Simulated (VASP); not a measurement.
```
CELL_PARAMETERS angstrom
      4.41344     0.00000     0.00000
      0.00000     4.41344     0.00000
      0.00000     0.00000     2.91087
ATOMIC_POSITIONS crystal
  Cr 0.00000 0.00000 0.00000
  Cr 0.50000 0.50000 0.50000
  O  0.30309 0.30309 0.00000
  O  0.80309 0.19691 0.50000
  O  0.19691 0.80309 0.50000
  O  0.69691 0.69691 0.00000
```
Starting moments (μB, in the order of the record's atoms Cr Cr O O O O): 2.1 2.1 -0.1 -0.1 -0.1 -0.1.

Level of theory: optB86b-vdW, VASP's PBE PAW potentials (set 64) (plane waves; VASP). Numerical set-up: 520 eV cut-off, 8×8×12 Γ-centred mesh, tetrahedra with Blöchl corrections, potentials Cr_pv O.

Q: Tabulate the total density of states (states/eV per cell) against energy (eV; zero at the valence-band maximum or, without a gap, the Fermi level).

A: 
| E (eV) | DOS (states/eV) |
|---|---|
| -9.91 | 0.00 |
| -9.70 | 0.00 |
| -9.48 | 0.00 |
| -9.27 | 0.00 |
| -8.95 | 0.00 |
| -8.74 | 0.00 |
| -8.53 | 0.00 |
| -8.31 | 0.00 |
| -8.10 | 0.00 |
| -7.89 | 0.00 |
| -7.67 | 0.00 |
| -7.46 | 0.11 |
| -7.14 | 0.84 |
| -6.93 | 1.16 |
| -6.72 | 2.77 |
| -6.51 | 3.81 |
| -6.29 | 5.64 |
| -6.08 | 6.29 |
| -5.87 | 5.55 |
| -5.55 | 3.52 |
| -5.34 | 4.52 |
| -5.12 | 3.84 |
| -4.91 | 4.23 |
| -4.70 | 3.77 |
| -4.49 | 3.94 |
| -4.27 | 4.24 |
| -3.96 | 5.68 |
| -3.74 | 5.18 |
| -3.53 | 5.09 |
| -3.32 | 4.72 |
| -3.10 | 4.71 |
| -2.89 | 4.54 |
| -2.68 | 4.06 |
| -2.47 | 3.56 |
| -2.15 | 4.12 |
| -1.94 | 4.40 |
| -1.72 | 2.59 |
| -1.51 | 1.31 |
| -1.30 | 1.03 |
| -1.08 | 2.15 |
| -0.87 | 3.05 |
| -0.55 | 4.78 |
| -0.34 | 3.55 |
| -0.13 | 2.19 |
| 0.08 | 0.88 |
| 0.30 | 1.48 |
| 0.51 | 2.48 |
| 0.72 | 4.29 |
| 1.04 | 2.65 |
| 1.25 | 3.42 |
| 1.47 | 3.44 |
| 1.68 | 3.63 |
| 1.89 | 5.94 |
| 2.10 | 5.62 |
| 2.32 | 3.96 |
| 2.53 | 2.69 |
| 2.85 | 1.68 |
| 3.06 | 2.00 |
| 3.27 | 2.01 |
| 3.49 | 1.79 |
Within 2 eV below the Fermi level the largest weight inside VASP's projection spheres is Cr d, then O p.

The compound is CrO2 in the rutile structure. It was relaxed first.
